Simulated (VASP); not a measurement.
Consider the following.

```
CELL_PARAMETERS angstrom
      4.31588     0.00000     0.00000
     -2.15794     3.73767     0.00000
      0.00000     0.00000     7.06842
ATOMIC_POSITIONS crystal
  Ti 0.66667 0.33333 0.00000
  Ti 0.33333 0.66667 0.50000
  Se 0.66667 0.33333 0.62520
  Se 0.33333 0.66667 0.12520
```

Method: PBE GGA, VASP's PBE PAW potentials (set 64) (plane waves; VASP). Run with 400 eV cut-off, KSPACING 0.5 per Å, Gaussian smearing of 0.050 eV, potentials Ti_sv Se.

Problem. Which forces act on the atoms, in eV/Å?

Solution. 
```
atom     Fx     Fy      Fz
----  -----  -----  ------
Ti1   0.000  0.000  -0.306
Ti2   0.000  0.000  -0.306
Se3   0.000  0.000   0.306
Se4   0.000  0.000   0.306
```

Problem. Give the stress tensor in GPa (positive for a compressed cell).

Solution. 
```
-8.72   0.00   0.00
 0.00  -8.72   0.00
 0.00   0.00  -8.05
```
The pressure is its mean diagonal, -8.49 GPa.

The structure was generated: TiSe was put into the wurtzite type (P6_3mc), which need not be its known phase. The cell was not relaxed at this level. The run is one of a series of settings (KGAMMA = .FALSE., KSPACING = 0.5, KPOINTS file removed against the base run), some of them coarse on purpose.
